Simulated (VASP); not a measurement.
Method: vdW-DF-cx, VASP's PBE PAW potentials (set 64) (plane waves; VASP).

The input files of a VASP run:

### KPOINTS
```
Automatic mesh
0
Gamma
8 8 8
0 0 0
```

**POSCAR**
```
GaAs
1.0
  0.0000000000   2.8110530449   2.8110530449
  2.8110530449   0.0000000000   2.8110530449
  2.8110530449   2.8110530449   0.0000000000
Ga As
1 1
Cart
  0.0000000000   0.0000000000   0.0000000000
  1.4055265224   1.4055265224   1.4055265224
```

### INCAR
```
! general
SYSTEM   = GaAs
PREC     = Accurate
ENCUT    = 520
LREAL    = .False.
LASPH    = .True.

! electronic loop
EDIFF    = 1E-7
NELM     = 100
ALGO     = Normal
LMAXMIX  = 4

! smearing
ISMEAR   = 0
SIGMA    = 0.05

! functional
GGA      = CX
LUSE_VDW = .True.
AGGAC    = 0.0

! ions
ISIF     = 2

! output
LWAVE    = .False.
LCHARG   = .False.
```

POTCAR, in this order: Ga_d As (PBE.64 set). Program: vasp_std.

Question: What will the output report for the number of irreducible k-points (NKPTS), largest plane-wave count, number of space-group operations, FFT grid (NGX, NGY, NGZ)?

Answer: 
```json
{
  "number of irreducible k-points (NKPTS)": "29",
  "largest_plane_wave_count": "1243",
  "number_of_space_group_operations": "24",
  "FFT grid (NGX, NGY, NGZ)": "30 × 30 × 30"
}
```

The compound is GaAs in the zinc blende structure. This cell is one point of a volume scan, at 0.97 of the reference volume.
